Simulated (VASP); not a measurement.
Level of theory: LDA (Ceperley-Alder, Perdew-Zunger), VASP's LDA PAW potentials (set 64) (plane waves; VASP).

A VASP calculation is set up with these files.

### POSCAR
```
Ti3Al
5.6252740
  1.0000000000   0.0000000000   0.0000000000
 -0.5000000000   0.8660253705   0.0000000000
  0.0000000000   0.0000000000   0.8056352455
Ti Al
6 2
Cart
  0.5000000000   0.5714035395   0.2014088114
 -0.0000000000   0.2946218310   0.6042264341
 -0.2448500000   0.7187144550   0.6042264341
  0.7448500000   0.1473109155   0.2014088114
  0.2551500000   0.1473109155   0.2014088114
  0.2448500000   0.7187144550   0.6042264341
 -0.0000005000   0.5773505357   0.2014088114
  0.5000005000   0.2886748348   0.6042264341
```

INCAR:
```
! general
SYSTEM  = Ti3Al
PREC    = Accurate
ENCUT   = 300   ! plane-wave cut-off (eV)
LREAL   = F   ! projection in real space or not
LASPH   = T   ! aspherical one-centre terms

! electronic loop
EDIFF   = 1E-6   ! SCF stop (eV)
NELM    = 100   ! most electronic steps
ALGO    = Normal   ! blocked Davidson
LMAXMIX = 4   ! l cut-off of mixed one-centre charges

! smearing
ISMEAR  = -1   ! Fermi-Dirac
SIGMA   = 0.1   ! width (eV)

! ions
ISIF    = 2   ! forces and stress, cell fixed

! output
LWAVE   = F
LCHARG  = F
```

**KPOINTS**
```
Automatic mesh
0
Gamma
5 5 5
0 0 0
```

POTCAR, in this order: Ti_sv Al (LDA.64 set). Program: vasp_std.

At this cut-off the stress carries a Pulay error, which pulls relaxed volumes low.

### Question
Predict the energy per atom (σ→0), largest force, band gap (on the k-mesh).

### Answer

```json
{
  "energy per atom (σ→0)": "-7.737 eV/atom",
  "band gap (on the k-mesh)": "none (metal, semimetal or under 0.01 eV)",
  "largest_force": "0.050 eV/Å"
}
```

**OSZICAR**
```
...
DAV:   8    -0.620037565403E+02    0.11138E-01   -0.31582E-01  1804   0.346E+00    0.162E+00
DAV:   9    -0.620052737353E+02   -0.15172E-02   -0.67274E-02  1880   0.149E+00    0.386E-01
DAV:  10    -0.620054607963E+02   -0.18706E-03   -0.12594E-02  1820   0.724E-01    0.103E-01
DAV:  11    -0.620055549939E+02   -0.94198E-04   -0.70703E-04  2032   0.150E-01    0.382E-02
DAV:  12    -0.620055406806E+02    0.14313E-04   -0.12177E-04  2002   0.493E-02    0.122E-02
DAV:  13    -0.620055392275E+02    0.14531E-05   -0.10714E-05  1640   0.207E-02    0.239E-03
DAV:  14    -0.620055391553E+02    0.72181E-07   -0.11999E-06  1008   0.756E-03
   1 F= -.62005539E+02 E0= -.61899885E+02  d E =-.211307E+00
```

The structure comes from a computed database's Ti3Al entry; how it stands against other phases isn't given here. The cell was not relaxed at this level. The run is one of a series of settings (GGA removed, POTCAR Ti_sv Al (LDA.64 set) against the base run), some of them coarse on purpose.
